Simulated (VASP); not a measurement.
A convergence study with VASP on BN: one setting is varied, all else stays as given below, so the limit is that of these other settings.

```xyz
8
Lattice="2.4915 0.0000 0.0000 -1.2457 2.1577 0.0000 0.0000 0.0000 23.9401" Properties=species:S:1:pos:R:3 pbc="T T T"
B      1.2457     0.7192     7.0000
B      0.0000     1.4385    10.3134
B      1.2457     0.7192    13.6267
B      0.0000     1.4385    16.9401
N      0.0000     1.4385     7.0000
N      1.2457     0.7192    10.3134
N      0.0000     1.4385    13.6267
N      1.2457     0.7192    16.9401
```

Calculation: PBE GGA, VASP's PBE PAW potentials (set 64) (plane waves; VASP). The tightest run used: 400 eV cut-off, 28×28×1 Γ-centred mesh, Fermi-Dirac smearing of 0.010 eV, potentials B N.

Q: The settings run are 3×3×1 mesh; 4×4×1 mesh; 5×5×1 mesh; 6×6×1 mesh; 7×7×1 mesh; 8×8×1 mesh; 9×9×1 mesh; 11×11×1 mesh; 13×13×1 mesh; 15×15×1 mesh; 18×18×1 mesh; 21×21×1 mesh; 24×24×1 mesh; 28×28×1 mesh. From which on does the energy per atom stay within 0.002 eV/atom of the tightest run?

A: From 6×6×1 mesh on: it is off by 0.0001 there and by no more than 0.002 in any finer run, while 5×5×1 mesh is off by 0.0035.
| setting | E (eV/atom) | irreducible k-points | difference judged (eV/atom) |
|---|---|---|---|
| 3×3×1 mesh | -8.7326 | 3 | 0.0508 |
| 4×4×1 mesh | -8.7739 | 4 | 0.0095 |
| 5×5×1 mesh | -8.7799 | 5 | 0.0035 |
| 6×6×1 mesh | -8.7834 | 7 | 0.0001 |
| 7×7×1 mesh | -8.7833 | 8 | 0.0001 |
| 8×8×1 mesh | -8.7834 | 10 | 0.0001 |
| 9×9×1 mesh | -8.7837 | 12 | 0.0002 |
| 11×11×1 mesh | -8.7837 | 16 | 0.0003 |
| 13×13×1 mesh | -8.7835 | 21 | 0.0000 |
| 15×15×1 mesh | -8.7834 | 27 | 0.0001 |
| 18×18×1 mesh | -8.7834 | 37 | 0.0000 |
| 21×21×1 mesh | -8.7834 | 48 | 0.0000 |
| 24×24×1 mesh | -8.7835 | 61 | 0.0000 |
| 28×28×1 mesh | -8.7835 | 80 | 0.0000 |

Left out are rungs that failed or repeat a setting and relaxations that didn't move; long series are thinned to 24 rows.

The cell is a sheet or thin cut with vacuum, built from a generated structure.
